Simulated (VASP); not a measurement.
A run of VASP 6.6.1 is set up as follows.

The input INCAR:

```
SYSTEM = Tl3HS
  ALGO = Fast
  EDIFF = 1E-6
  ENCUT = 520
  GGA = PE
  ISIF = 2
  ISMEAR = 0
  LASPH = .TRUE.
  LCHARG = .FALSE.
  LREAL = .FALSE.
  LWAVE = .FALSE.
  NBANDS = 31
  NELM = 100
  PREC = Accurate
  SIGMA = 0.05
```

File KPOINTS:

```
k-points
0
G
  4 4 4
  0 0 0
```

Contents of POSCAR:

```
Tl3HS
1.0
    5.0182614201      0.0000000000      0.0000000000
    0.0000000000      5.0182614201      0.0000000000
    0.0000000000      0.0000000000      5.0182614201
S H Tl
1 1 3
Direct
    0.0000000000      0.0000000000      0.0000000000
    0.5000000000      0.5000000000      0.5000000000
    0.5000000000      0.5000000000      0.0000000000
    0.5000000000      0.0000000000      0.5000000000
    0.0000000000      0.5000000000      0.5000000000
```

Potentials or basis: VASP PAW PBE potentials, release 64 (S, H, Tl_d).

Run with:

```console
$ cat potpaw_PBE.64/S/POTCAR potpaw_PBE.64/H/POTCAR potpaw_PBE.64/Tl_d/POTCAR > POTCAR
$ mpirun -np 1 vasp_std > vasp.out
```

Problem. Estimate the band gap on the k mesh.

Solution. None (metal or under the smearing width).

Problem. Estimate the pressure.

Solution. -0.1 GPa.

Spin-orbit coupling is left out, which matters for the levels of Tl.
